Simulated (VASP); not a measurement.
Here is the system:

```yaml
crystal:
  lattice:
    - [3.36837, -1.95728, 0.00000]
    - [3.36837, 1.95728, 0.00000]
    - [0.00000, 0.00000, 8.02035]
  atoms:
    - { symbol: Cl, position: [0.87432, 0.12568, 0.60993] }
    - { symbol: Cl, position: [0.12568, 0.87432, 0.39007] }
    - { symbol: Cl, position: [0.62568, 0.37432, 0.10993] }
    - { symbol: Cl, position: [0.37432, 0.62568, 0.89007] }
```

All values below come from PBEsol GGA, VASP's PBE PAW potentials (set 64) (plane waves; VASP 6.6.1). Settings: 400 eV cut-off, Gaussian smearing of 0.050 eV, potentials Cl.

Question: What does the run give for the band gap (along the path) with the smallest direct gap where there is one?

Answer: 
- band gap (along the path) = 2.15 eV
- smallest direct gap (along the path) = 2.15 eV

Total energies compare only between runs with the same potentials, cut-off and functional.

The structure comes from a computed database's Cl entry (Cmce); how it stands against other phases isn't given here. It was relaxed first, which changed the volume by -6 %.
